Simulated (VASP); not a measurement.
These are rev-vdW-DF2, VASP's PBE PAW potentials (set 64) (plane waves; VASP 6.6.1) values and carry that method's errors.

VASP input:

### INCAR
```
SYSTEM = La
PREC = Accurate
ENCUT = 520
EDIFF = 1E-7
NELM = 100
ALGO = Normal
LREAL = .FALSE.
LASPH = .TRUE.
ISMEAR = -5
GGA = MK
PARAM1 = 0.1234568
PARAM2 = 0.7114
ZAB_VDW = -1.8867
LUSE_VDW = .TRUE.
AGGAC = 0.0
LMAXMIX = 6
LWAVE = .FALSE.
LCHARG = .TRUE.
LORBIT = 11
NEDOS = 601
ISIF = 2
LEFG = .TRUE.
```

**KPOINTS**
```
Automatic mesh
0
Gamma
11 11 3
0 0 0
```

POSCAR:
```
La
1
    1.8562287017    -3.2150826383     0.0000000000
    1.8562287017     3.2150826383     0.0000000000
    0.0000000000     0.0000000000    11.8785367413
La
4
Direct
  0.0000000000   0.0000000000   0.5000000000
  0.0000000000   0.0000000000   0.0000000000
  0.3333330000   0.6666670000   0.2500000000
  0.6666670000   0.3333330000   0.7500000000
```

POTCAR, in this order: La (PBE.64 set). Program: vasp_std.

What VASP printed:

File OSZICAR:
```
       N       E                     dE             d eps       ncg     rms          rms(c)
DAV:   1     0.575339646030E+03    0.57534E+03   -0.15059E+04  1672   0.236E+03
DAV:   2     0.124218906870E+03   -0.45112E+03   -0.44545E+03  2544   0.455E+02
DAV:   3     0.505494030811E+01   -0.11916E+03   -0.11830E+03  3032   0.279E+02
DAV:   4    -0.955480831137E+01   -0.14610E+02   -0.14359E+02  3072   0.996E+01
DAV:   5    -0.114793693967E+02   -0.19246E+01   -0.18581E+01  3232   0.334E+01    0.531E+00
DAV:   6    -0.117142597956E+02   -0.23489E+00   -0.23610E+00  3224   0.116E+01    0.282E+00
DAV:   7    -0.117677142242E+02   -0.53454E-01   -0.39483E-01  3064   0.459E+00    0.668E-01
DAV:   8    -0.117754566520E+02   -0.77424E-02   -0.44799E-02  3240   0.156E+00    0.262E-01
DAV:   9    -0.117764761211E+02   -0.10195E-02   -0.58075E-03  2904   0.532E-01    0.116E-01
DAV:  10    -0.117765109503E+02   -0.34829E-04   -0.13271E-03  3072   0.303E-01    0.362E-02
DAV:  11    -0.117765010007E+02    0.99496E-05   -0.68827E-05  3096   0.113E-01    0.125E-02
DAV:  12    -0.117765056389E+02   -0.46382E-05    0.21296E-05  3320   0.362E-02    0.775E-03
DAV:  13    -0.117765066026E+02   -0.96369E-06    0.11767E-05  2824   0.164E-02    0.224E-03
DAV:  14    -0.117765053444E+02    0.12582E-05    0.49530E-06  2056   0.707E-03    0.539E-04
DAV:  15    -0.117765053750E+02   -0.30645E-07    0.18489E-06  1672   0.574E-03    0.440E-04
DAV:  16    -0.117765053595E+02    0.15492E-07    0.58297E-07  1600   0.239E-03
   1 F= -.11776505E+02 E0= -.11776505E+02  d E =0.000000E+00
```

**OUTCAR**
```
------------------------ aborting loop because EDIFF is reached ----------------------------------------
  FORCE on cell =-STRESS in cart. coord.  units (eV):
  Direction    XX          YY          ZZ          XY          YZ          ZX
  --------------------------------------------------------------------------------------
  Total        0.1511847      0.1511848     -0.1843556      0.0000000      0.0000000      0.0000000
  in kB        1.7084488      1.7084491     -2.0832932      0.0000000      0.0000000      0.0000000
  external PRESSURE =       0.4445349 kB  Pullay stress =       0.0000000 kB
  volume of cell :      141.78
      direct lattice vectors                 reciprocal lattice vectors
     1.856228702 -3.215082638  0.000000000     0.269363360 -0.155516998  0.000000000
     1.856228702  3.215082638  0.000000000     0.269363360  0.155516998  0.000000000
     0.000000000  0.000000000 11.878536741     0.000000000  0.000000000  0.084185453
 POSITION                                       TOTAL-FORCE (eV/Angst)
 -----------------------------------------------------------------------------------
      0.00000      0.00000      5.93927         0.000000      0.000000      0.000000
      0.00000      0.00000      0.00000         0.000000      0.000000      0.000000
      1.85623      1.07170      2.96963         0.000000     -0.000000     -0.000000
      1.85623     -1.07170      8.90890        -0.000000      0.000000     -0.000000
 -----------------------------------------------------------------------------------
    total drift:                                0.000000      0.000000      0.000000
  FREE ENERGIE OF THE ION-ELECTRON SYSTEM (eV)
  ---------------------------------------------------
  free  energy   TOTEN  =       -11.7765053595 eV

  energy  without entropy=      -11.7765053595  energy(sigma->0) =      -11.77650536

 total charge

# of ion       s       p       d       f       tot
--------------------------------------------------
    1        2.057   5.539   0.930   0.098   8.624
    2        2.057   5.539   0.930   0.098   8.624
    3        2.061   5.546   0.920   0.090   8.617
    4        2.061   5.546   0.920   0.090   8.617
--------------------------------------------------
tot          8.236  22.170   3.701   0.376  34.482

 Electric field gradients after diagonalization (V/A^2)
 (convention: |V_zz| > |V_xx| > |V_yy|)
----------------------------------------------------------------------
 ion       V_xx      V_yy      V_zz     asymmetry (V_yy - V_xx)/ V_zz
----------------------------------------------------------------------
   1     -13.160   -13.160    26.320       0.000
   2     -13.160   -13.160    26.320       0.000
   3     -18.479   -18.477    36.956       0.000
   4     -18.479   -18.477    36.956       0.000
```
(Selected blocks of OUTCAR.)

For a metal the tetrahedron method with Blöchl corrections gives inexact stress and forces.

The compound is La in the dhcp structure. It was relaxed first, which changed the volume by -5 %.
